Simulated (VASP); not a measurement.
# HfN: energy against the displacement of an atom

HfN (rock salt, Fm-3m, 11.107 Å³/atom and stress up to 0.10 GPa in the relaxed cell, cube axes along x, y and z) under a displacement u of the N atom at (2.231, 2.231, 2.231) Å, one of 2 in the cell, and of all its periodic images, along (0, 0, 1). LDA in VASP (plane waves, PAW), 600 eV, 18×18×18 Γ-centred mesh, Methfessel-Paxton smearing 0.10 eV; the cell and the other atoms are held.

Here q stands for square of the displacement and y for E less E0.

```
square of the displacement (Å²)  E less E0 (meV/cell)
-------------------------------  --------------------
0.0000                                            0.0
0.0004                                            2.6
0.0016                                           10.3
0.0049                                           31.7
0.0324                                              ?
```

Task: Using a straight line, estimate the missing y at q = 0.0324 from the other rows, showing the fit.

Result: Means: q 0.0017250, y 11.15. About the means, the sum of products is 0.095915 and the sum of squares of q is 1.4827e-5; the slope is their ratio. Least squares gives y = -0.01 + 6469·q. Residuals (row less fit): 0.01, 0.02, -0.04, 0.01; standard error 0.03 (degrees of freedom: 2). The runs give the same energy for u and −u. Twice the slope is the force constant of this zone-centre displacement, 12.94 ± 0.02 eV/Å². At the withheld row, y = -0.01 + 6469 × 0.0324 = 209.59 meV/cell. The calculation gives 213.4 meV/cell, 3.81 meV/cell above the prediction (1.8 % of the range of y in the table). The row lies outside the fitted rows, so this is an extrapolation. The scatter of the fitted rows lies at the last printed digit.

A polynomial of degree 2 through the 6 other runs of the series gives 212.3 there. In a metal these values are sensitive to mesh and smearing; energies are taken to zero smearing, stresses follow the free energy. For HfN: the electron count is odd and the run is not spin-polarised, which forces a metal. Rows are the converged runs of the series near zero and its far end, less any whose ions stayed unrelaxed beside relaxed ones; series whose fitted rows scatter by over a few per cent of the range, as at a crossing or softening among them, aren't shown in this form. Most that stay on the fit to the last digits aren't either.
